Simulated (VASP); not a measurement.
Output of a VASP run:

### OUTCAR
```
 ion  position               nearest neighbor table
   1  0.000  0.000  0.000-  39 1.90  71 1.90  47 1.90  36 1.90  17 3.09  32 3.09  13 3.09   5 3.09
                            24 3.09   9 3.09  34 3.10  26 3.10  35 3.10  12 3.10   3 3.11   4 3.12
   2  0.999  0.994  0.503-  70 1.84  38 1.85  62 1.93  37 1.93  33 3.01  10 3.04  34 3.05   3 3.05
                            14 3.06  12 3.10  26 3.10  25 3.11  35 3.12   4 3.13   6 3.13
   3  0.220  0.109  0.748-  38 1.87  52 1.88  36 1.89  48 1.91   2 3.05  34 3.08  14 3.08  26 3.08
                            11 3.09   7 3.10  15 3.11   1 3.11  13 3.12  17 3.13
   4  0.112  0.222  0.252-  53 1.85  37 1.89  41 1.90  39 1.91   6 3.05  19 3.07  16 3.08  12 3.09
                            35 3.10   8 3.10  27 3.10  17 3.11   1 3.12   5 3.12   2 3.13
   5  0.000  0.333  0.000-  63 1.90  39 1.90  43 1.90  40 1.90  24 3.09   1 3.09  28 3.09  17 3.09
                            20 3.09   9 3.09  26 3.10  30 3.10  27 3.10   8 3.10   4 3.12   7 3.14
   6  0.000  0.332  0.497-  41 1.87  62 1.90  66 1.92  42 1.95   4 3.05  27 3.07   8 3.08  25 3.09
                             7 3.09  29 3.10  10 3.11  26 3.12   2 3.13  30 3.14  21 3.14
   7  0.223  0.445  0.746-  42 1.81  56 1.91  40 1.92  52 1.92  22 3.09  21 3.09   6 3.09   3 3.10
                            11 3.10  26 3.10  30 3.10  18 3.10  17 3.13  20 3.13   5 3.14
   8  0.111  0.556  0.250-  43 1.89  57 1.89  45 1.89  41 1.89  19 3.06   6 3.08  23 3.09  12 3.09
                            31 3.09  27 3.09  10 3.10  20 3.10   9 3.10   5 3.10   4 3.10  21 3.11
   9  0.000  0.667  0.000-  47 1.90  67 1.90  43 1.90  44 1.90  13 3.09  20 3.09  32 3.09   1 3.09
                            28 3.09   5 3.09  11 3.10  34 3.10  30 3.10  12 3.10  31 3.10   8 3.10
  10  0.000  0.667  0.500-  46 1.90  70 1.90  66 1.90  45 1.90   2 3.04  29 3.04  33 3.07  14 3.07
                            31 3.10  12 3.10   8 3.10  11 3.10  34 3.10  30 3.10   6 3.11  21 3.12
  11  0.222  0.778  0.750-  46 1.89  44 1.89  48 1.89  56 1.89  14 3.08   3 3.09  34 3.09  30 3.09
                            15 3.09  22 3.09   7 3.10  13 3.10   9 3.10  20 3.10  10 3.10  21 3.11
  12  0.111  0.889  0.250-  47 1.89  45 1.89  49 1.89  37 1.89  14 3.08   4 3.09  31 3.09  23 3.09
                             8 3.09  35 3.09  10 3.10   2 3.10   9 3.10  13 3.10   1 3.10  16 3.14
  13  0.333  0.000  0.000-  47 1.90  51 1.90  59 1.90  48 1.90   9 3.09  17 3.09  20 3.09   1 3.09
                            28 3.09  24 3.09  11 3.10  15 3.10  12 3.10  23 3.10   3 3.12  16 3.13
  14  0.330  0.997  0.500-  46 1.87  49 1.91  38 1.92  50 1.92   2 3.06  21 3.06  10 3.07   3 3.08
                            11 3.08  12 3.08  23 3.10  25 3.11  15 3.11  16 3.15
  15  0.556  0.111  0.750-  50 1.89  64 1.89  60 1.89  48 1.89  30 3.09  26 3.09  22 3.09  11 3.09
                            28 3.10  24 3.10  13 3.10  25 3.10   3 3.11  14 3.11  18 3.12
  16  0.448  0.229  0.250-  65 1.87  51 1.89  53 1.89  49 1.94  31 3.05  19 3.06  29 3.06   4 3.08
                            17 3.08  28 3.08  27 3.10  13 3.13  12 3.14  23 3.14  14 3.15
  17  0.333  0.333  0.000-  39 1.90  51 1.90  55 1.90  52 1.93  19 3.08  16 3.08  18 3.09   1 3.09
                            13 3.09   5 3.09  32 3.09  28 3.09  20 3.09   4 3.11   3 3.13   7 3.13
  18  0.560  0.450  0.754-  68 1.84  64 1.89  52 1.91  54 1.94  32 3.04  34 3.05  22 3.07  28 3.07
                            30 3.08  17 3.09   7 3.10  15 3.12  33 3.13
  19  0.441  0.555  0.247-  55 1.86  57 1.88  69 1.93  53 1.95  20 3.06   8 3.06  16 3.06   4 3.07
                            17 3.08  23 3.08  21 3.09  32 3.09  35 3.11  31 3.13
  20  0.333  0.667  0.000-  43 1.90  59 1.90  55 1.90  56 1.90  19 3.06  13 3.09   9 3.09   5 3.09
                            24 3.09  17 3.09  32 3.09  11 3.10  22 3.10   8 3.10  23 3.10   7 3.13
  21  0.338  0.671  0.499-  58 1.86  57 1.89  46 1.91  42 1.94  25 3.05  14 3.06  23 3.07  22 3.09
                             7 3.09  19 3.09  33 3.10   8 3.11  11 3.11  10 3.12   6 3.14
  22  0.556  0.778  0.750-  58 1.89  60 1.89  68 1.89  56 1.89  18 3.07  21 3.09   7 3.09  26 3.09
                            34 3.09  15 3.09  11 3.09  24 3.10  32 3.10  20 3.10  33 3.10  25 3.10
  23  0.444  0.889  0.250-  59 1.89  57 1.89  49 1.89  61 1.89  21 3.07  19 3.08   8 3.09  12 3.09
                            27 3.09  35 3.09  25 3.10  20 3.10  13 3.10  24 3.10  14 3.10  16 3.14
  24  0.667  0.000  0.000-  63 1.90  71 1.90  59 1.90  60 1.90   5 3.09  28 3.09  32 3.09   1 3.09
                            20 3.09  13 3.09  22 3.10  26 3.10  15 3.10  27 3.10  35 3.10  23 3.10
  25  0.667  0.000  0.500-  58 1.90  62 1.90  50 1.90  61 1.90  21 3.05  33 3.07   6 3.09  27 3.10
                            35 3.10  23 3.10  26 3.10  22 3.10  15 3.10  14 3.11   2 3.11  29 3.14
  26  0.889  0.111  0.750-  62 1.89  60 1.89  40 1.89  36 1.89   3 3.08  22 3.09  15 3.09  30 3.09
                            34 3.09   5 3.10  24 3.10   1 3.10   7 3.10  25 3.10   2 3.10   6 3.12
  27  0.778  0.222  0.250-  63 1.89  61 1.89  41 1.89  65 1.89   6 3.07  29 3.07  35 3.09   8 3.09
                            23 3.09  31 3.09  16 3.10  25 3.10   5 3.10  24 3.10  28 3.10   4 3.10
  28  0.667  0.333  0.000-  63 1.90  51 1.90  67 1.90  64 1.90  18 3.07  16 3.08   5 3.09  24 3.09
                            13 3.09   9 3.09  17 3.09  32 3.09  30 3.10  15 3.10  27 3.10  31 3.10
  29  0.670  0.340  0.495-  65 1.86  66 1.89  54 1.92  50 1.97  31 3.03  10 3.04  16 3.06  33 3.07
                            27 3.07   6 3.10  30 3.12  25 3.14
  30  0.889  0.444  0.750-  66 1.89  64 1.89  40 1.89  44 1.89  18 3.08  15 3.09  26 3.09  11 3.09
                            34 3.09  28 3.10   5 3.10   9 3.10  10 3.10   7 3.10  29 3.12   6 3.14
  31  0.778  0.556  0.250-  67 1.89  45 1.89  69 1.89  65 1.89  29 3.03  16 3.05  12 3.09  35 3.09
                             8 3.09  27 3.09  10 3.10  33 3.10   9 3.10  32 3.10  28 3.10  19 3.13
  32  0.667  0.667  0.000-  71 1.90  67 1.90  55 1.90  68 1.90  18 3.04   1 3.09   9 3.09  24 3.09
                            17 3.09  20 3.09  28 3.09  19 3.09  34 3.10  22 3.10  35 3.10  31 3.10
  33  0.672  0.672  0.500-  70 1.85  58 1.90  69 1.91  54 1.94   2 3.01  10 3.07  29 3.07  34 3.07
                            25 3.07  35 3.08  21 3.10  31 3.10  22 3.10  18 3.13
  34  0.889  0.778  0.750-  70 1.89  68 1.89  36 1.89  44 1.89   2 3.05  18 3.05  33 3.07   3 3.08
                            22 3.09  26 3.09  11 3.09  30 3.09  32 3.10   1 3.10   9 3.10  10 3.10
  35  0.778  0.889  0.250-  71 1.89  69 1.89  37 1.89  61 1.89  33 3.08  31 3.09  12 3.09  27 3.09
                            23 3.09  25 3.10   4 3.10  32 3.10   1 3.10  24 3.10  19 3.11   2 3.12
  36  0.000  0.000  0.812-   3 1.89  34 1.89  26 1.89   1 1.90
  37  0.000  0.000  0.312-   4 1.89  35 1.89  12 1.89   2 1.93
  38  0.216  0.108  0.563-   2 1.85   3 1.87  14 1.92
  39  0.111  0.222  0.063-   1 1.90  17 1.90   5 1.90   4 1.91
  40  0.000  0.333  0.812-  26 1.89  30 1.89   5 1.90   7 1.92
  41  0.000  0.333  0.312-   6 1.87  27 1.89   8 1.89   4 1.90
  42  0.226  0.446  0.567-   7 1.81  21 1.94   6 1.95
  43  0.111  0.556  0.063-   8 1.89  20 1.90   9 1.90   5 1.90
  44  0.000  0.667  0.812-  11 1.89  34 1.89  30 1.89   9 1.90
...
```

**OSZICAR**
```
...
  12 F= -.52145991E+03 E0= -.52142903E+03  d E =-.232720E-02
       N       E                     dE             d eps       ncg     rms          rms(c)
DAV:   1    -0.521459914297E+03   -0.33671E-05   -0.26915E-04   400   0.366E-02    0.284E-02
RMM:   2    -0.521460120781E+03   -0.20648E-03   -0.98234E-05   297   0.128E-02    0.184E-01
RMM:   3    -0.521459900706E+03    0.22007E-03   -0.47835E-05   271   0.110E-02    0.971E-03
RMM:   4    -0.521459910518E+03   -0.98122E-05   -0.93335E-06   194   0.568E-03
  13 F= -.52145991E+03 E0= -.52142916E+03  d E =-.233054E-02
       N       E                     dE             d eps       ncg     rms          rms(c)
DAV:   1    -0.521461263207E+03   -0.13625E-02   -0.16178E-01   356   0.100E+00    0.324E-01
RMM:   2    -0.521518906907E+03   -0.57644E-01   -0.15593E-02   356   0.185E-01    0.368E+00
RMM:   3    -0.521454175629E+03    0.64731E-01   -0.83779E-03   359   0.181E-01    0.197E-01
RMM:   4    -0.521460667611E+03   -0.64920E-02   -0.20247E-03   358   0.103E-01    0.119E-01
RMM:   5    -0.521460974480E+03   -0.30687E-03   -0.43595E-04   371   0.439E-02    0.123E-01
RMM:   6    -0.521460889402E+03    0.85079E-04   -0.78835E-05   312   0.182E-02    0.207E-02
RMM:   7    -0.521460891794E+03   -0.23919E-05   -0.22759E-05   231   0.942E-03
  14 F= -.52146089E+03 E0= -.52143007E+03  d E =-.981275E-03
       N       E                     dE             d eps       ncg     rms          rms(c)
DAV:   1    -0.521460902605E+03   -0.13204E-04   -0.90745E-04   416   0.742E-02    0.332E-02
RMM:   2    -0.521461331949E+03   -0.42934E-03   -0.15563E-04   326   0.173E-02    0.307E-01
RMM:   3    -0.521460876969E+03    0.45498E-03   -0.77565E-05   293   0.162E-02    0.630E-02
RMM:   4    -0.521460896295E+03   -0.19326E-04   -0.19366E-05   210   0.985E-03    0.714E-03
RMM:   5    -0.521460897908E+03   -0.16127E-05   -0.39528E-06   186   0.392E-03
  15 F= -.52146090E+03 E0= -.52143015E+03  d E =-.987390E-03
       N       E                     dE             d eps       ncg     rms          rms(c)
DAV:   1    -0.521461540661E+03   -0.64437E-03   -0.73765E-02   356   0.687E-01    0.244E-01
RMM:   2    -0.521485070232E+03   -0.23530E-01   -0.94777E-03   356   0.137E-01    0.177E+00
RMM:   3    -0.521460170554E+03    0.24900E-01   -0.45336E-03   360   0.109E-01    0.176E-01
RMM:   4    -0.521461311764E+03   -0.11412E-02   -0.72148E-04   359   0.533E-02    0.992E-02
RMM:   5    -0.521461357529E+03   -0.45764E-04   -0.32471E-04   353   0.289E-02    0.790E-02
RMM:   6    -0.521461370567E+03   -0.13038E-04   -0.58342E-05   295   0.156E-02    0.733E-02
RMM:   7    -0.521461358839E+03    0.11728E-04   -0.16294E-05   221   0.787E-03    0.648E-02
RMM:   8    -0.521461356847E+03    0.19916E-05   -0.18512E-05   223   0.590E-03
  16 F= -.52146136E+03 E0= -.52143005E+03  d E =-.458939E-03
       N       E                     dE             d eps       ncg     rms          rms(c)
DAV:   1    -0.521461338534E+03    0.20305E-04   -0.42184E-03   384   0.165E-01    0.582E-02
RMM:   2    -0.521462983749E+03   -0.16452E-02   -0.58286E-04   356   0.342E-02    0.585E-01
RMM:   3    -0.521461189969E+03    0.17938E-02   -0.27055E-04   340   0.295E-02    0.393E-02
RMM:   4    -0.521461326924E+03   -0.13696E-03   -0.50772E-05   263   0.154E-02    0.294E-02
RMM:   5    -0.521461328368E+03   -0.14439E-05   -0.15478E-05   218   0.703E-03
  17 F= -.52146133E+03 E0= -.52143037E+03  d E =-.430460E-03
```

OUTCAR:
```
------------------------ aborting loop because EDIFF is reached ----------------------------------------
  FORCE on cell =-STRESS in cart. coord.  units (eV):
  Direction    XX          YY          ZZ          XY          YZ          ZX
  --------------------------------------------------------------------------------------
  Total        4.9815932      5.1505154     -5.2879035      0.0535497     -0.1146688      0.0229309
  in kB       10.5623011     10.9204610    -11.2117603      0.1135396     -0.2431284      0.0486196
  external PRESSURE =       3.4236673 kB  Pullay stress =       0.0000000 kB
  volume of cell :      755.65
      direct lattice vectors                 reciprocal lattice vectors
     4.640980826 -8.038414841  0.000000000     0.107735847 -0.062201318  0.000000000
     4.640980826  8.038414841  0.000000000     0.107735847  0.062201318  0.000000000
     0.000000000  0.000000000 10.127683410     0.000000000  0.000000000  0.098739263
  FREE ENERGIE OF THE ION-ELECTRON SYSTEM (eV)
  ---------------------------------------------------
  free  energy   TOTEN  =      -521.4613283681 eV

  energy  without entropy=     -521.3994148420  energy(sigma->0) =     -521.43037161

 reached required accuracy - stopping structural energy minimisation
```
(Selected blocks of OUTCAR.)

**POSCAR**
```
C36Si35
1
    4.6409808260    -8.0384148411     0.0000000000
    4.6409808260     8.0384148411     0.0000000000
    0.0000000000     0.0000000000    10.1276834096
Si C
35 36
Direct
  0.0000000000   0.0000000000   0.0000000000
  0.9986750000   0.9935190000   0.5028560000
  0.2200850000   0.1094860000   0.7476040000
  0.1122240000   0.2220930000   0.2523140000
  0.0000000000   0.3333330000   0.0000000000
  0.0001120000   0.3317480000   0.4965490000
  0.2230820000   0.4445960000   0.7455800000
  0.1111110000   0.5555560000   0.2501800000
  0.0000000000   0.6666670000   0.0000000000
  0.0000000000   0.6666670000   0.5000000000
  0.2222220000   0.7777780000   0.7501800000
  0.1111110000   0.8888890000   0.2501800000
  0.3333330000   0.0000000000   0.0000000000
  0.3302200000   0.9970740000   0.5002590000
  0.5555560000   0.1111110000   0.7501800000
  0.4475130000   0.2288710000   0.2499970000
  0.3333330000   0.3333330000   0.0000000000
  0.5599170000   0.4495750000   0.7540550000
  0.4407220000   0.5552200000   0.2473410000
  0.3333330000   0.6666670000   0.0000000000
  0.3382410000   0.6709830000   0.4989270000
  0.5555560000   0.7777780000   0.7501800000
  0.4444440000   0.8888890000   0.2501800000
  0.6666670000   0.0000000000   0.0000000000
  0.6666670000   0.0000000000   0.5000000000
  0.8888890000   0.1111110000   0.7501800000
  0.7777780000   0.2222220000   0.2501800000
  0.6666670000   0.3333330000   0.0000000000
  0.6704650000   0.3402420000   0.4953440000
  0.8888890000   0.4444440000   0.7501800000
  0.7777780000   0.5555560000   0.2501800000
  0.6666670000   0.6666670000   0.0000000000
  0.6722270000   0.6716700000   0.5003710000
  0.8888890000   0.7777780000   0.7501800000
  0.7777780000   0.8888890000   0.2501800000
  0.0000000000   0.0000000000   0.8121600000
  0.0000000000   0.0000000000   0.3121600000
  0.2158890000   0.1078640000   0.5628170000
  0.1111110000   0.2222220000   0.0632900000
  0.0000000000   0.3333330000   0.8121600000
  0.0000000000   0.3333330000   0.3121600000
  0.2258780000   0.4457540000   0.5672040000
  0.1111110000   0.5555560000   0.0632900000
  0.0000000000   0.6666670000   0.8121600000
  0.0000000000   0.6666670000   0.3121600000
  0.2222220000   0.7777780000   0.5632900000
  0.1111110000   0.8888890000   0.0632900000
  0.3333330000   0.0000000000   0.8121600000
  0.3333330000   0.0000000000   0.3121600000
  0.5555560000   0.1111110000   0.5632900000
  0.4444440000   0.2222220000   0.0632900000
  0.3324580000   0.3296280000   0.8096660000
  0.3273980000   0.3287610000   0.3157480000
  0.5506570000   0.4441300000   0.5625610000
  0.4444440000   0.5555560000   0.0632900000
  0.3333330000   0.6666670000   0.8121600000
  0.3333330000   0.6666670000   0.3121600000
  0.5555560000   0.7777780000   0.5632900000
  0.4444440000   0.8888890000   0.0632900000
  0.6666670000   0.0000000000   0.8121600000
  0.6666670000   0.0000000000   0.3121600000
  0.8888890000   0.1111110000   0.5632900000
  0.7777780000   0.2222220000   0.0632900000
  0.6666670000   0.3333330000   0.8121600000
  0.6666670000   0.3333330000   0.3121600000
  0.8888890000   0.4444440000   0.5632900000
  0.7777780000   0.5555560000   0.0632900000
  0.6666670000   0.6666670000   0.8121600000
  0.6666670000   0.6666670000   0.3121600000
  0.8888890000   0.7777780000   0.5632900000
  0.7777780000   0.8888890000   0.0632900000
```

Question: Write an INCAR and KPOINTS that could have produced this output.

Answer: Several could match; the one computed here: the input of the run itself, PBE GGA, plane waves, VASP's PBE PAW potentials (set 64).

File KPOINTS:
```
Regular mesh
0
gamma
  1 1 1
0 0 0
```

### INCAR
```
ALGO = Fast
EDIFF = 1E-5
EDIFFG = -0.03
ENCUT = 400
GGA = PE
IBRION = 2
ISIF = 2
ISMEAR = 0
ISYM = 0
LASPH = T
LCHARG = F
LREAL = Auto
LWAVE = T
NELM = 100
NELMIN = 4
NSW = 60
PREC = Normal
SIGMA = 0.05
SYSTEM = C36Si35
```

POTCAR, in this order: Si C (PBE.64 set). Program: vasp_gam.

At this cut-off the stress carries a Pulay error, which pulls relaxed volumes low. The supercell is sampled at Γ alone, which is coarse: total energies, pressure and levels can be off, energies of defects by several tenths of an eV.

The cell is a supercell with a defect, built from SiC (4h): vac_Si. The run is not spin-polarised, so no state with unpaired spins was tried.
